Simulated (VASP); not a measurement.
# WAu (F-43m) in VASP: notebook, part 2 of 2

VASP 6.6.1. Earlier steps stand in the parts before.

### Step 4. Relaxation of cell and atoms, PBE, target pressure 5 GPa, at which the enthalpy is minimised

INCAR

```
PREC = Accurate
ENCUT = 600
EDIFF = 1E-6
ISMEAR = -1
SIGMA = 0.05
LREAL = F
LASPH = T
NELM = 60
ALGO = Fast
ISIF = 3
LWAVE = F
LCHARG = F
GGA = PE
IBRION = 2
NSW = 60
EDIFFG = -0.005
PSTRESS = 50
```

KPOINTS

```
regular mesh
0
Gamma
  8 8 8
```

POSCAR

```
WAu
1.0
    0.0000000000      2.7479792600      2.7479792600
    2.7479792600      0.0000000000      2.7479792600
    2.7479792600      2.7479792600      0.0000000000
W Au
1 1
Direct
    0.0000000000      0.0000000000      0.0000000000
    0.7500000000      0.7500000000      0.7500000000
```

Potentials or basis: VASP PAW PBE potentials, release 64 (W_sv, Au).

Launch:

```bash
$ cat potpaw_PBE.64/W_sv/POTCAR potpaw_PBE.64/Au/POTCAR > POTCAR
$ mpirun -np 1 vasp_std > vasp.out
```

OUTCAR:

```text
PREC = Accurate
   ENCUT = 600
   EDIFF = 1E-6
   ISMEAR = -1
   LREAL = F
   LASPH = T
   NELM = 60
   ISIF = 3
   GGA = PE
   IBRION = 2
   NSW = 60
   EDIFFG = -0.005
   PSTRESS = 50

 ion  position               nearest neighbor table
   1  0.000  0.000  0.000-   2 2.38   2 2.38   2 2.38   2 2.38
   2  0.750  0.750  0.750-   1 2.38   1 2.38   1 2.38   1 2.38

  LATTYP: Found a face centered cubic cell.
 ALAT       =     5.4959585200

  Lattice vectors:

 A1 = (   0.0000000000,   2.7479792600,   2.7479792600)
 A2 = (   2.7479792600,   0.0000000000,   2.7479792600)
 A3 = (   2.7479792600,   2.7479792600,   0.0000000000)

Analysis of symmetry for initial positions (statically):
=====================================================================
 Subroutine PRICEL returns:
 Original cell was already a primitive cell.

 Routine SETGRP: Setting up the symmetry group for a
 face centered cubic supercell.

 Subroutine GETGRP returns: Found 24 space group operations
 (whereof 24 operations were pure point group operations)
 out of a pool of 48 trial point group operations.

The static configuration has the point symmetry T_d .

Analysis of symmetry for dynamics (positions and initial velocities):
=====================================================================
 Subroutine PRICEL returns:
 Original cell was already a primitive cell.

 Routine SETGRP: Setting up the symmetry group for a
 face centered cubic supercell.

 Subroutine GETGRP returns: Found 24 space group operations
 (whereof 24 operations were pure point group operations)
 out of a pool of 48 trial point group operations.

The dynamic configuration has the point symmetry T_d .

 Subroutine INISYM returns: Found 24 space group operations
 (whereof 24 operations are pure point group operations),
 and found     1 'primitive' translations

----------------------------------------------------------------------------------------

                                     Primitive cell

  volume of cell :      41.5021

  direct lattice vectors                    reciprocal lattice vectors
     0.000000000  2.747979260  2.747979260    -0.181951883  0.181951883  0.181951883
     2.747979260  0.000000000  2.747979260     0.181951883 -0.181951883  0.181951883
     2.747979260  2.747979260  0.000000000     0.181951883  0.181951883 -0.181951883

  length of vectors
     3.886229539  3.886229539  3.886229539     0.315149905  0.315149905  0.315149905

  position of ions in fractional coordinates (direct lattice)
     0.000000000  0.000000000  0.000000000
     0.750000000  0.750000000  0.750000000

  ion indices of the primitive-cell ions
   primitive index   ion index
                 1           1
                 2           2

----------------------------------------------------------------------------------------

 KPOINTS: regular mesh

Automatic generation of k-mesh.
 Grid dimensions read from file:
 generate k-points for:    8    8    8

 Generating k-lattice:

  Cartesian coordinates                     Fractional coordinates (reciprocal lattice)
    -0.022743985  0.022743985  0.022743985     0.125000000  0.000000000  0.000000000
     0.022743985 -0.022743985  0.022743985     0.000000000  0.125000000  0.000000000
     0.022743985  0.022743985 -0.022743985     0.000000000  0.000000000  0.125000000

  Length of vectors
     0.039393738  0.039393738  0.039393738

  Shift w.r.t. Gamma in fractional coordinates (k-lattice)
     0.000000000  0.000000000  0.000000000

 Subroutine IBZKPT returns following result:
 ===========================================

 Found     29 irreducible k-points:

 Following reciprocal coordinates:
            Coordinates               Weight
  0.000000  0.000000  0.000000      1.000000
  0.125000  0.000000  0.000000      8.000000
  0.250000  0.000000  0.000000      8.000000
  0.375000  0.000000  0.000000      8.000000
  0.500000  0.000000  0.000000      4.000000
  0.125000  0.125000  0.000000      6.000000
[... 16 lines left out ...]
  0.500000  0.250000  0.125000     48.000000
 -0.375000  0.250000  0.125000     24.000000
 [... further k-points ...]
   k-points           NKPTS =     29   k-points in BZ     NKDIM =     29   number of bands    NBANDS=     16
   number of dos      NEDOS =    301   number of ions     NIONS =      2
   total plane-waves  NPLWV =  32768
   dimension x,y,z NGX =    32 NGY =   32 NGZ =   32
   dimension x,y,z NGXF=    64 NGYF=   64 NGZF=   64
   ions per type =               1   1
   NGX,Y,Z   is equivalent  to a cutoff of  13.69, 13.69, 13.69 a.u.
   NGXF,Y,Z  is equivalent  to a cutoff of  27.38, 27.38, 27.38 a.u.
 SYSTEM =  unknown system
   PREC   = accura    normal or accurate (medium, high low for compatibility)
   ISTART =      0    job   : 0-new  1-cont  2-samecut
   ICHARG =      2    charge: 1-file 2-atom 10-const
   ISPIN  =      1    spin polarized calculation?
   LNONCOLLINEAR =      F non collinear calculations
   LSORBIT =      F    spin-orbit coupling
   LASPH  =      T    aspherical Exc in radial PAW
   ENCUT  =  600.0 eV  44.10 Ry    6.64 a.u.   7.76  7.76  7.76*2*pi/ulx,y,z
   NELM   =     60;   NELMIN=  2; NELMDL= -5     # of ELM steps
   EDIFF  = 0.1E-05   stopping-criterion for ELM
   LREAL  =      F    real-space projection
   EDIFFG = -.5E-02   stopping-criterion for IOM
   NSW    =     60    number of steps for IOM
   IBRION =      2    ionic relax: 0-MD 1-quasi-New 2-CG
   NFREE  =      1    steps in history (QN), initial steepest desc. (CG)
   ISIF   =      3    stress and relaxation
   ISYM   =      2    0-nonsym 1-usesym 2-fastsym
   POTIM  = 0.5000    time-step for ionic-motion
   TEBEG  =    0.0;   TEEND  =   0.0 temperature during run
   PSTRESS=   50.0 pullay stress
   NELECT =      25.0000    total number of electrons
   NUPDOWN=      -1.0000    fix difference up-down
   EMIN   =  10.00;   EMAX   =-10.00  energy-range for DOS
   EFERMI =   0.00;   METHOD = LEGACY
   ISMEAR =    -1;   SIGMA  =   0.05  broadening in eV -4-tet -1-fermi 0-gaus
   EFERMI_NEDOS =   21; number of points for ismear=-14 and -15
   IALGO  =     68    algorithm
   IMIX   =      4    mixing-type and parameters
     AMIX     =   0.40;   BMIX     =  1.00
     AMIX_MAG =   1.60;   BMIX_MAG =  1.00
  volume/ion in A,a.u.               =      20.75       140.04
  Fermi-wavevector in a.u.,A,eV,Ry     =   1.382605  2.612744 26.008842  1.911596
  Thomas-Fermi vector in A             =   2.507280
   LORBIT       =      0    0 simple, 1 ext, 2 COOP (PROOUT), +10 PAW based schemes
   GGA     = PE    functional components
   LHFCALC =     F    Hartree Fock is set to
   AEXX    =    0.0000 exact exchange contribution
   IVDW    =     0    specifies the selected vdW correction
   LEPSILON=     F    determine dielectric tensor
   LRPA    =     F    only Hartree local field effects (RPA)
 conjugate gradient relaxation of ions
 non-spin polarized calculation
 RMM-DIIS sequential band-by-band and
  energy-cutoff  :      600.00
  volume of cell :       41.50
 maximum number of plane-waves:      1411
   NGX = 15   NGY = 15   NGZ = 15

--------------------------------------- Ionic step        1  -------------------------------------------

 number of electron      24.9999999 magnetization

 Free energy of the ion-electron system (eV)
  ---------------------------------------------------
  ext. energy  EPLUGINS =         0.00000000
  ---------------------------------------------------
  free energy    TOTEN  =       -11.64309905 eV

  energy without entropy =      -11.62681981  energy(sigma->0) =      -11.63495943

------------------------ aborting loop because EDIFF is reached ----------------------------------------

  FORCE on cell =-STRESS in cart. coord.  units (eV):
  Direction    XX          YY          ZZ          XY          YZ          ZX
  --------------------------------------------------------------------------------------
  -------------------------------------------------------------------------------------
  Total        8.5927950      8.5927950      8.5927950      0.0000000     -0.0000000     -0.0000000
  in kB      331.7223130    331.7223130    331.7223130      0.0000000     -0.0000000     -0.0000000
  external PRESSURE =     281.7223130 kB  Pullay stress =      50.0000000 kB
[... 25 lines left out ...]
--------------------------------------- Ionic step        2  -------------------------------------------

 number of electron      25.0000001 magnetization

 E-fermi :   2.7427     XC(G=0):  -9.1113

 val. band max:        2.7206095375   @ k =  -0.3750   0.2500   0.1250
 cond. band min:       2.7438400308   @ k =   0.3750   0.2500   0.0000
 fundamental gap:      0.0232304933
 Fermi energy:         2.7426677197

 k-point     1 :       0.0000    0.0000    0.0000
  band No.  band energies     occupation
      1     -71.9937      2.00000
      2     -36.0775      2.00000
      3     -36.0775      2.00000
      4     -36.0775      2.00000
      5      -3.1604      2.00000
      6      -1.6850      2.00000
[... 560 lines left out ...]
--------------------------------------- Ionic step        5  -------------------------------------------

 number of electron      25.0000000 magnetization

 Free energy of the ion-electron system (eV)
  ---------------------------------------------------
  ext. energy  EPLUGINS =         0.00000000
  ---------------------------------------------------
  free energy    TOTEN  =       -12.29627838 eV

  energy without entropy =      -12.27760810  energy(sigma->0) =      -12.28694324

 E-fermi :   6.0084     XC(G=0): -10.8322

 val. band max:        5.9736580781   @ k =  -0.3750   0.2500   0.1250
 cond. band min:       6.0484484648   @ k =   0.3750   0.2500   0.0000
 fundamental gap:      0.0747903867
 Fermi energy:         6.0083864309

 k-point     1 :       0.0000    0.0000    0.0000
  band No.  band energies     occupation
      1     -68.2730      2.00000
      2     -32.4792      2.00000
      3     -32.4792      2.00000
      4     -32.4792      2.00000
      5      -1.7090      2.00000
      6       0.1070      2.00000
[... 480 lines left out ...]
  energy  without entropy=      -12.2776080989  energy(sigma->0) =      -12.28694324

  enthalpy is  TOTEN    =       -10.8132721557 eV   P V=        1.4830062207

 reached required accuracy - stopping structural energy minimisation
```

OSZICAR:

```text
N       E                     dE             d eps       ncg     rms          rms(c)
DAV:   1     0.199002761272E+03    0.19900E+03   -0.14442E+04   928   0.176E+03
DAV:   2    -0.853369601360E+01   -0.20754E+03   -0.20547E+03  1184   0.432E+02
DAV:   3    -0.128647910337E+02   -0.43311E+01   -0.42362E+01  1080   0.603E+01
DAV:   4    -0.129145350786E+02   -0.49744E-01   -0.49728E-01  1144   0.688E+00
[... 59 lines left out ...]
RMM:   4    -0.122962686942E+02   -0.13846E-04   -0.43170E-04  1076   0.124E-01    0.803E-02
RMM:   5    -0.122962858162E+02   -0.17122E-04   -0.14050E-04   988   0.886E-02    0.177E-02
RMM:   6    -0.122962800791E+02    0.57371E-05   -0.24750E-05   947   0.463E-02    0.117E-02
RMM:   7    -0.122962783080E+02    0.17711E-05   -0.22388E-05   903   0.365E-02    0.619E-03
RMM:   8    -0.122962783765E+02   -0.68507E-07   -0.35565E-06   685   0.178E-02
   5 F= -.10813272E+02 E0= -.10803937E+02  d E =-.465352E+00
```

CONTCAR:

```text
WAu
   1.00000000000000
     0.0000000000000000    2.8748676222342566    2.8748676222342566
     2.8748676222342566    0.0000000000000000    2.8748676222342566
     2.8748676222342566    2.8748676222342566    0.0000000000000000
  W               Au
     1     1
Direct
     0.0000000000000000    0.0000000000000000    0.0000000000000000
     0.7500000000000000    0.7500000000000000    0.7500000000000000

  0.00000000E+00  0.00000000E+00  0.00000000E+00
  0.00000000E+00  0.00000000E+00  0.00000000E+00
```

It took 3.1 min on 1 thread of Intel Xeon Platinum 8175M at 2.50GHz (Skylake/Cascade Lake), shared host; peak memory 0.2 GiB.

What came out:

| Item | Value |
| --- | --- |
| Free energy | -12.2963 eV |
| Relaxed volume | 23.76 Å³/atom |
| Relaxed cell | a = 4.066 Å, b = 4.066 Å, c = 4.066 Å, α = 60.00°, β = 60.00°, γ = 60.00° |
| Space group after relaxing (to 0.05 Å) | F-43m (No. 216) |
| Energy change on relaxing (the enthalpy is what falls) | -326.6 meV/atom |
| Ionic steps | 5 |
| Pressure after relaxing | 5.0 GPa |
| Band gap on the k mesh | none (metal or under the smearing width) |

Step by step:
| step | energy change (eV) | largest force (eV/Å) | pressure (GPa) | volume (Å³) |
| --- | --- | --- | --- | --- |
| 1 | 0.0000 | 0.0000 | 33.17 | 41.50 |
| 2 | 0.7158 | 0.0000 | -17.52 | 67.50 |
| 3 | -0.6736 | 0.0000 | 2.29 | 48.43 |
| 4 | -0.6584 | 0.0000 | 4.45 | 47.70 |
| 5 | -0.6532 | 0.0000 | 4.99 | 47.52 |

Final structure:
```
CELL_PARAMETERS angstrom
0.00000 2.87487 2.87487
2.87487 0.00000 2.87487
2.87487 2.87487 0.00000
ATOMIC_POSITIONS crystal
W 0.00000 0.00000 0.00000
Au 0.75000 0.75000 0.75000
```

Levels at points of the mesh, in eV from the Fermi level:
| k point | band 10 | band 11 | band 12 | band 13 | band 14 | band 15 | band 16 |
| --- | --- | --- | --- | --- | --- | --- | --- |
| (0.00, 0.00, 0.00) | -5.77 | -0.76 | -0.76 | -0.76 | 1.63 | 1.63 | 8.53 |
| (0.50, 0.00, 0.00) | -5.09 | -1.91 | -0.25 | -0.25 | 1.44 | 1.44 | 2.10 |
| (0.50, 0.50, 0.00) | -4.05 | -2.84 | 0.38 | 1.29 | 1.55 | 1.55 | 2.89 |

Caveat: the cell is relaxed towards a set pressure, so the enthalpy falls and the energy may rise. Spin-orbit coupling is left out, which matters for the levels of Au, W.

### Step 5. Relaxation of cell and atoms, PBE, target pressure 10 GPa, at which the enthalpy is minimised

INCAR: that of step 4 with these lines changed.

```diff
@@ -16,2 +16,2 @@
 EDIFFG = -0.005
-PSTRESS = 50
+PSTRESS = 100
```

KPOINTS is that of step 4.

POSCAR is that of step 4.

Launch:

```bash
$ cat potpaw_PBE.64/W_sv/POTCAR potpaw_PBE.64/Au/POTCAR > POTCAR
$ mpirun -np 1 vasp_std > vasp.out
```

It took 2.7 min on 1 thread of Intel Xeon Platinum 8175M at 2.50GHz (Skylake/Cascade Lake), shared host; peak memory 0.2 GiB.

Results (log left out):

| Property | Result |
| --- | --- |
| Free energy | -12.2294 eV |
| Relaxed volume | 23.04 Å³/atom |
| Relaxed cell | a = 4.024 Å, b = 4.024 Å, c = 4.024 Å, α = 60.00°, β = 60.00°, γ = 60.00° |
| Space group after relaxing (to 0.05 Å) | F-43m (No. 216) |
| Energy change on relaxing (the enthalpy is what falls) | -293.2 meV/atom |
| Ionic steps | 5 |
| Pressure after relaxing | 10.0 GPa |
| Band gap on the k mesh | none (metal or under the smearing width) |

The path:
| step | energy change (eV) | largest force (eV/Å) | pressure (GPa) | volume (Å³) |
| --- | --- | --- | --- | --- |
| 1 | 0.0000 | 0.0000 | 33.17 | 41.50 |
| 2 | 0.1606 | 0.0000 | -16.19 | 62.27 |
| 3 | -0.6206 | 0.0000 | 7.79 | 46.70 |
| 4 | -0.5922 | 0.0000 | 9.68 | 46.18 |
| 5 | -0.5863 | 0.0000 | 10.03 | 46.08 |

Final structure:
```xyz
2
Lattice="0.0000 2.8455 2.8455 2.8455 0.0000 2.8455 2.8455 2.8455 0.0000" Properties=species:S:1:pos:R:3 pbc="T T T"
W     0.0000    0.0000    0.0000
Au    4.2682    4.2682    4.2682
```

Levels at points of the mesh, in eV from the Fermi level:
```csv
k point,band 9,band 10,band 11,band 12,band 13,band 14,band 15,band 16
"(0.00, 0.00, 0.00)",-5.89,-5.89,-0.78,-0.78,-0.78,1.74,1.74,8.69
"(0.50, 0.00, 0.00)",-5.85,-5.20,-1.98,-0.25,-0.25,1.52,1.52,2.21
"(0.50, 0.50, 0.00)",-5.27,-4.10,-2.92,0.39,1.33,1.64,1.64,3.06
```

Caveat: the cell is relaxed towards a set pressure, so the enthalpy falls and the energy may rise.

### Step 6. The runs side by side

| cell | target pressure | gap on the mesh (eV) | pressure (GPa) |
| --- | --- | --- | --- |
| relaxed | - | none | 0.0 |
| relaxed to 2 GPa | 2 GPa | none | 2.0 |
| relaxed to 5 GPa | 5 GPa | none | 5.0 |
| relaxed to 10 GPa | 10 GPa | none | 10.0 |

Alike in all rows: task relaxation of cell and atoms; level PBE; potentials or basis VASP PAW PBE potentials, release 64 (W_sv, Au); no spin polarisation; k mesh 8 × 8 × 8; cutoff (eV) 600; smearing fermi-dirac 0.05 eV.

Caveats: the cell is relaxed towards a set pressure, so the enthalpy falls and the energy may rise (some runs); the volume moved by over 15 % at a fixed basis, so the end points are rough (some runs).

Total energies depend on the potentials used, so only differences within one code and one set of settings carry meaning.
